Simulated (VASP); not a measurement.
## GW on C: a test of the settings

How far does the GW correction to the gap of C depend on the settings? The starting structure is a measured crystal structure from the Crystallography Open Database. Cell and atoms stay as given.

Main program and level: VASP 6.6.1; GW on LDA orbitals, with plane waves and PAW data sets made for GW.

The database entry behind the starting cell differs from later determinations by our own check (about 0.1 % long), so it need not match the best structure at ambient conditions.

## Step 1: The starting structure

The structure is cubic, space group Fd-3m (No. 227). Conventional cell: a = 3.572 Å, b = 3.572 Å, c = 3.572 Å, α = 90.00°, β = 90.00°, γ = 90.00°. C has 4 C at 1.55 Å nearest.

Structure file:

```xyz
2
Lattice="0.0000 1.7858 1.7858 1.7858 0.0000 1.7858 1.7858 1.7858 0.0000" Properties=species:S:1:pos:R:3 pbc="T T T"
C     0.0000    0.0000    0.0000
C     0.8929    0.8929    0.8929
```

## Step 2: G0W0 (response cutoff 100 eV, 5×5×5 mesh)

It reads the orbitals and their derivatives (WAVECAR and WAVEDER) of a run with the empty bands, which follows a ground-state run; neither is shown.

Contents of INCAR:

```
SYSTEM = C
PREC = Accurate
ENCUT = 440
ISMEAR = 0
SIGMA = 0.01
LREAL = .FALSE.
GGA = CA
NBANDS = 28
ALGO = EVGW0
NELMGW = 1
ENCUTGW = 100
NOMEGA = 40
PRECFOCK = Fast
NBANDSGW = 12
LWAVE = .FALSE.
LCHARG = .FALSE.
```

Contents of POSCAR:

```
C
1.0
    0.0000000000      1.7858110000      1.7858110000
    1.7858110000      0.0000000000      1.7858110000
    1.7858110000      1.7858110000      0.0000000000
C
2
Direct
    0.0000000000      0.0000000000      0.0000000000
    0.2500000000      0.2500000000      0.2500000000
```

Contents of KPOINTS:

```
Automatic mesh
0
Gamma
5 5 5
0 0 0
```

The projector-augmented-wave data sets are C_GW (LDA family, release 64).

On the command line:

```bash
> mpirun -np 4 vasp_std
```

What it wrote:

```text
[banner, memory and clock lines left out]
running    4 mpi-ranks, on    1 nodes
 distrk:  each k-point on    4 cores,    1 groups
 distr:  one band on    1 cores,    4 groups

 POSCAR found type information on POSCAR C
 POSCAR found :  1 types and       2 ions
|                                                                             |
|           W    W    AA    RRRRR   N    N  II  N    N   GGGG   !!!           |
|           W    W   A  A   R    R  NN   N  II  NN   N  G    G  !!!           |
|           W    W  A    A  R    R  N N  N  II  N N  N  G       !!!           |
|           W WW W  AAAAAA  RRRRR   N  N N  II  N  N N  G  GGG   !            |
|           WW  WW  A    A  R   R   N   NN  II  N   NN  G    G                |
|           W    W  A    A  R    R  N    N  II  N    N   GGGG   !!!           |
|                                                                             |
|     The default for ENCUTGWSOFT is different in this version of VASP.       |
|     please manually set ENCUTGWSOFT =100 in the INCAR file.                 |
|                                                                             |

 LDA part: xc-table for (Slater(with rela. corr.)+CA(PZ))
 , standard interpolation
 found WAVECAR, reading the header
 POSCAR, INCAR and KPOINTS ok, starting setup
 FFT: planning ... GRIDC
 FFT: planning ... GRID_SOFT
 FFT: planning ... GRID
 reading WAVECAR
 the WAVECAR file was read successfully
 initial charge from wavefunction
 available memory per node:    127.81 GB, setting MAXMEM to    130882

 The Fermi energy was updated, please check that it is located mid-gap
 values below the HOMO (VB) or above the LUMO (CB) will cause erroneous energies
 E-fermi :  11.7697

 calculate exact exchange contribution
 the WAVEDER file was read successfully
energies w=
    0.000    0.000    1.537    0.000    3.064    0.000    4.575    0.000
    6.061    0.000    7.519    0.000    8.945    0.000   10.340    0.000
   11.704    0.000   13.040    0.000   14.352    0.000   15.646    0.000
   16.927    0.000   18.203    0.000   19.479    0.000   20.765    0.000
   22.069    0.000   23.400    0.000   24.768    0.000   26.188    0.000
   27.672    0.000   29.238    0.000   30.904    0.000   32.696    0.000
   34.641    0.000   36.778    0.000   39.155    0.000   41.830    0.000
   44.888    0.000   48.437    0.000   52.632    0.000   57.691    0.000
   63.938    0.000   71.877    0.000   82.321    0.000   96.694    0.000
  117.706    0.000  151.259    0.000  213.076    0.000  363.730    0.000
 responsefunction array rank=      32
 LDA part: xc-table for (Slater(with rela. corr.)+CA(PZ))
 , standard interpolation

 min. memory requirement per mpi rank     41.9 MB, per node    167.6 MB

 allocating  10 responsefunctions rank=    32
 shmem allocating  40 responsefunctions rank=    32
 response function shared by NCSHMEM nodes    1
 Doing           10  frequencies on each core in blocks of           40
NQ=   1    0.0000    0.0000    0.0000,
|.........|.........|.........|.........|.........|.........|.........|.........
 performed         30000 updates of chi_q(r,r)
 total number of BLAS operations          0.18 Gflops
NQ=   2    0.2000    0.0000    0.0000,
|.........|.........|.........|.........|.........|.........|.........|.........
 performed         89000 updates of chi_q(r,r)
 total number of BLAS operations          0.45 Gflops
NQ=   3    0.4000    0.0000    0.0000,
|.........|.........|.........|.........|.........|.........|.........|.........
 performed        148000 updates of chi_q(r,r)
 total number of BLAS operations          0.83 Gflops
NQ=   4    0.2000    0.2000    0.0000,
|.........|.........|.........|.........|.........|.........|.........|.........
 performed        207000 updates of chi_q(r,r)
 total number of BLAS operations          1.08 Gflops
NQ=   5    0.4000    0.2000    0.0000,
|.........|.........|.........|.........|.........|.........|.........|.........
 performed        298000 updates of chi_q(r,r)
 total number of BLAS operations          1.58 Gflops
NQ=   6   -0.4000    0.2000    0.0000,
|.........|.........|.........|.........|.........|.........|.........|.........
 performed        389000 updates of chi_q(r,r)
 total number of BLAS operations          2.07 Gflops
NQ=   7   -0.2000    0.2000    0.0000,
|.........|.........|.........|.........|.........|.........|.........|.........
 performed        470000 updates of chi_q(r,r)
 total number of BLAS operations          2.51 Gflops
NQ=   8    0.4000    0.4000    0.0000,
|.........|.........|.........|.........|.........|.........|.........|.........
 performed        529000 updates of chi_q(r,r)
 total number of BLAS operations          2.76 Gflops
NQ=   9   -0.4000    0.4000    0.0000,
|.........|.........|.........|.........|.........|.........|.........|.........
 performed        610000 updates of chi_q(r,r)
 total number of BLAS operations          3.20 Gflops
NQ=  10   -0.4000    0.4000    0.2000,
|.........|.........|.........|.........|.........|.........|.........|.........
 performed        712000 updates of chi_q(r,r)
 total number of BLAS operations          3.89 Gflops
 resolving degeneracies of screened two electron integrals

 calculate QP shifts <psi_nk| G(iteration)W_0 |psi_nk>: iteration 1
 entering main loop
```

Run time: 6 s. Hardware: 4 MPI ranks of Intel Xeon Platinum 8488C (Sapphire Rapids), shared host; peak memory 0.4 GiB; 20 s of CPU time.

The logs omit lines about the potential files and the build; timing stands in the text.

Parts of OUTCAR (step 2):

```text
ion  position               nearest neighbor table
   1  0.000  0.000  0.000-   2 1.55   2 1.55   2 1.55   2 1.55
   2  0.250  0.250  0.250-   1 1.55   1 1.55   1 1.55   1 1.55

  LATTYP: Found a face centered cubic cell.
 ALAT       =     3.5716220000

 Subroutine GETGRP returns: Found 48 space group operations
 (whereof 24 operations were pure point group operations)

The static configuration has the point symmetry T_d .
 The point group associated with its full space group is O_h .

 Found     10 irreducible k-points:

   k-points           NKPTS =     10   k-points in BZ     NKDIM =    125   number of bands    NBANDS=     28

   dimension x,y,z NGX =    18 NGY =   18 NGZ =   18
   dimension x,y,z NGXF=    36 NGYF=   36 NGZF=   36

   ENCUT  =  440.0 eV  32.34 Ry    5.69 a.u.   4.32  4.32  4.32*2*pi/ulx,y,z

   NELECT =       8.0000    total number of electrons

  energy-cutoff  :      440.00
  volume of cell :       11.39
      direct lattice vectors                 reciprocal lattice vectors
     0.000000000  1.785811000  1.785811000    -0.279984836  0.279984836  0.279984836
     1.785811000  0.000000000  1.785811000     0.279984836 -0.279984836  0.279984836
     1.785811000  1.785811000  0.000000000     0.279984836  0.279984836 -0.279984836

 k-points in reciprocal lattice and weights: Automatic mesh
   0.00000000  0.00000000  0.00000000       0.008
   0.20000000  0.00000000  0.00000000       0.064
   0.40000000  0.00000000  0.00000000       0.064
   0.20000000  0.20000000  0.00000000       0.048
   0.40000000  0.20000000  0.00000000       0.192
  -0.40000000  0.20000000  0.00000000       0.192
  -0.20000000  0.20000000  0.00000000       0.096
   0.40000000  0.40000000  0.00000000       0.048
  -0.40000000  0.40000000  0.00000000       0.096
  -0.40000000  0.40000000  0.20000000       0.192

 E-fermi :  11.7697

 QP shifts <psi_nk| G(iteration)W_0 |psi_nk>: iteration 1
 for sc-GW calculations column KS-energies equals QP-energies in previous step
 and V_xc(KS)=  KS-energies - (<T + V_ion + V_H > + <T+V_H+V_ion>^1  + <V_x>^1)
 k-point   1 :       0.0000    0.0000    0.0000
  band No.  KS-energies  QP-energies   sigma(KS)   V_xc(KS)     V^pw_x(r,r')   Z            occupation Imag(sigma)
      1     -11.5542     -12.9004     -16.5240     -14.7621     -25.2956       0.7641       2.0000       1.5619
      2       9.7090       9.7886     -16.8777     -16.9740     -19.2332       0.8265       2.0000       0.1018
      3       9.7090       9.7886     -16.8777     -16.9740     -19.2332       0.8265       2.0000       0.1018
      4       9.7090       9.7886     -16.8777     -16.9740     -19.2332       0.8265       2.0000       0.1018
      5      15.2412      16.9221     -13.7254     -15.7705      -9.2359       0.8219       0.0000      -0.1367
      6      15.2412      16.9221     -13.7254     -15.7705      -9.2359       0.8219       0.0000      -0.1367
      7      15.2412      16.9221     -13.7254     -15.7705      -9.2359       0.8219       0.0000      -0.1367
      8      23.1686      24.6022     -14.4126     -16.2581      -7.6647       0.7768       0.0000      -0.3148
    ...

 k-point   2 :       0.2000    0.0000    0.0000
  band No.  KS-energies  QP-energies   sigma(KS)   V_xc(KS)     V^pw_x(r,r')   Z            occupation Imag(sigma)
      1     -10.4560     -11.7283     -16.5179     -14.8419     -25.0186       0.7592       2.0000       1.4043
      2       4.8960       4.4790     -16.5368     -16.0196     -20.0519       0.8062       2.0000       0.1659
      3       8.3994       8.3685     -16.7425     -16.7050     -19.3726       0.8230       2.0000       0.1136
      4       8.3994       8.3685     -16.7425     -16.7050     -19.3726       0.8230       2.0000       0.1136
      5      16.9404      18.7372     -13.7943     -15.9967      -8.9042       0.8158       0.0000      -0.1569
      6      16.9404      18.7372     -13.7943     -15.9967      -8.9042       0.8158       0.0000      -0.1569
      7      17.4298      19.0141     -13.9549     -15.8989      -9.0329       0.8150       0.0000      -0.1615
      8      23.8972      25.5748     -13.9078     -16.0689      -7.0189       0.7763       0.0000      -0.3410
    ...

 k-point   3 :       0.4000    0.0000    0.0000
  band No.  KS-energies  QP-energies   sigma(KS)   V_xc(KS)     V^pw_x(r,r')   Z            occupation Imag(sigma)
      1      -7.2912      -8.4283     -16.6578     -15.1577     -24.3311       0.7580       2.0000       0.9867
      2      -1.6029      -2.4384     -16.3006     -15.2156     -21.8852       0.7701       2.0000       0.4078
      3       7.1124       6.9446     -16.8031     -16.5981     -19.8708       0.8179       2.0000       0.1315
      4       7.1124       6.9446     -16.8031     -16.5981     -19.8708       0.8179       2.0000       0.1315
      5      18.0375      19.8351     -13.3524     -15.5516      -8.1372       0.8174       0.0000      -0.1713
      6      18.0375      19.8351     -13.3524     -15.5516      -8.1372       0.8174       0.0000      -0.1713
      7      18.5500      19.8801     -14.0170     -15.6562      -8.7204       0.8114       0.0000      -0.1821
      8      24.9665      26.7890     -12.4520     -14.7818      -5.4210       0.7822       0.0000      -0.3696
    ...

 k-point   4 :       0.2000    0.2000    0.0000
  band No.  KS-energies  QP-energies   sigma(KS)   V_xc(KS)     V^pw_x(r,r')   Z            occupation Imag(sigma)
      1     -10.0915     -11.3468     -16.5167     -14.8680     -24.9240       0.7614       2.0000       1.3577
      2       6.5077       6.3057     -16.5282     -16.2804     -19.5791       0.8151       2.0000       0.1357
      3       6.5077       6.3057     -16.5282     -16.2804     -19.5791       0.8151       2.0000       0.1357
      4       6.7210       6.3802     -17.0946     -16.6757     -20.3591       0.8137       2.0000       0.1413
      5      14.3885      15.7907     -13.3769     -15.0767      -8.9658       0.8249       0.0000      -0.1311
      6      19.6413      21.6495     -14.0333     -16.5261      -8.5176       0.8056       0.0000      -0.2010
      7      19.6413      21.6495     -14.0333     -16.5261      -8.5176       0.8056       0.0000      -0.2010
      8      21.4774      22.8794     -12.6148     -14.3547      -6.6124       0.8058       0.0000      -0.2347
    ...

[... 4 further parts left out ...]
```

G0W0 (response cutoff 100 eV, 5×5×5 mesh): the quasiparticle gap on this mesh is 5.169 eV, +1.047 eV from the LDA gap on the same points, with 28 bands.

## Step 3: G0W0 (response cutoff 160 eV, 5×5×5 mesh)

It reads the orbitals and their derivatives (WAVECAR and WAVEDER) of a run with the empty bands, which follows a ground-state run; neither is shown.

Edit INCAR of step 2 so:

```diff
@@ -7,6 +7,6 @@
 GGA = CA
-NBANDS = 28
+NBANDS = 56
 ALGO = EVGW0
 NELMGW = 1
-ENCUTGW = 100
+ENCUTGW = 160
 NOMEGA = 40
```

POSCAR is that of step 2.

KPOINTS is that of step 2.

On the command line:

```bash
> mpirun -np 4 vasp_std
```

What it wrote:

```text
[banner, memory and clock lines left out]
running    4 mpi-ranks, on    1 nodes
[...]
|                                                                             |
|           W    W    AA    RRRRR   N    N  II  N    N   GGGG   !!!           |
|           W    W   A  A   R    R  NN   N  II  NN   N  G    G  !!!           |
|           W    W  A    A  R    R  N N  N  II  N N  N  G       !!!           |
|           W WW W  AAAAAA  RRRRR   N  N N  II  N  N N  G  GGG   !            |
|           WW  WW  A    A  R   R   N   NN  II  N   NN  G    G                |
|           W    W  A    A  R    R  N    N  II  N    N   GGGG   !!!           |
|                                                                             |
|     The default for ENCUTGWSOFT is different in this version of VASP.       |
|     please manually set ENCUTGWSOFT =160 in the INCAR file.                 |
|                                                                             |

 LDA part: xc-table for (Slater(with rela. corr.)+CA(PZ))
[...]
total number of BLAS operations         14.50 Gflops
NQ=   6   -0.4000    0.2000    0.0000,
|.........|.........|.........|.........|.........|.........|.........|.........
 performed        808000 updates of chi_q(r,r)
 total number of BLAS operations         18.88 Gflops
NQ=   7   -0.2000    0.2000    0.0000,
|.........|.........|.........|.........|.........|.........|.........|.........
 performed        974000 updates of chi_q(r,r)
 total number of BLAS operations         22.91 Gflops
NQ=   8    0.4000    0.4000    0.0000,
|.........|.........|.........|.........|.........|.........|.........|.........
 performed       1097000 updates of chi_q(r,r)
 total number of BLAS operations         25.57 Gflops
NQ=   9   -0.4000    0.4000    0.0000,
|.........|.........|.........|.........|.........|.........|.........|.........
 performed       1263000 updates of chi_q(r,r)
 total number of BLAS operations         29.17 Gflops
NQ=  10   -0.4000    0.4000    0.2000,
|.........|.........|.........|.........|.........|.........|.........|.........
 performed       1472000 updates of chi_q(r,r)
 total number of BLAS operations         33.35 Gflops
 resolving degeneracies of screened two electron integrals

 calculate QP shifts <psi_nk| G(iteration)W_0 |psi_nk>: iteration 1
 entering main loop
[key lines of the parts left out:]
E-fermi :  11.7697
```

Elapsed: 8.6 s, on 4 MPI ranks; peak memory 0.44 GiB.

From OUTCAR (step 3):

```text
 QP shifts <psi_nk| G(iteration)W_0 |psi_nk>: iteration 1
 for sc-GW calculations column KS-energies equals QP-energies in previous step
 and V_xc(KS)=  KS-energies - (<T + V_ion + V_H > + <T+V_H+V_ion>^1  + <V_x>^1)
 k-point   1 :       0.0000    0.0000    0.0000
  band No.  KS-energies  QP-energies   sigma(KS)   V_xc(KS)     V^pw_x(r,r')   Z            occupation Imag(sigma)
      1     -11.5542     -13.1821     -16.8893     -14.7621     -25.2956       0.7653       2.0000       1.5204
      2       9.7090       9.3259     -17.4386     -16.9740     -19.2332       0.8246       2.0000       0.0988
      3       9.7090       9.3259     -17.4386     -16.9740     -19.2332       0.8246       2.0000       0.0988
      4       9.7090       9.3259     -17.4386     -16.9740     -19.2332       0.8246       2.0000       0.0988
      5      15.2412      16.5733     -14.1430     -15.7705      -9.2359       0.8185       0.0000      -0.1240
      6      15.2412      16.5733     -14.1430     -15.7705      -9.2359       0.8185       0.0000      -0.1240
      7      15.2412      16.5733     -14.1430     -15.7705      -9.2359       0.8185       0.0000      -0.1240
      8      23.1686      24.1411     -14.9940     -16.2581      -7.6647       0.7693       0.0000      -0.3102
    ...

[... 1 part as in an earlier step ...]

[... 2 further parts left out ...]
[key lines of the parts left out:]
E-fermi :  11.7697
```

G0W0 (response cutoff 160 eV, 5×5×5 mesh): the quasiparticle gap on this mesh is 5.340 eV, +1.219 eV from the LDA gap on the same points, with 56 bands.

(Continued in part 2 of 3.)

[Lines on the potential files, build, host, timing and source positions are cut from VASP's logs without a mark.]

[Logs are printed without paths, hosts, clocks, repeated set-up lines and the standing remarks that a program may print on its own settings, such as how far it seeks lower states.]

[Hosts, paths, dates, database ids (printed as entryN), source tags and the programs' standing remarks are cut or masked in the printed files.]
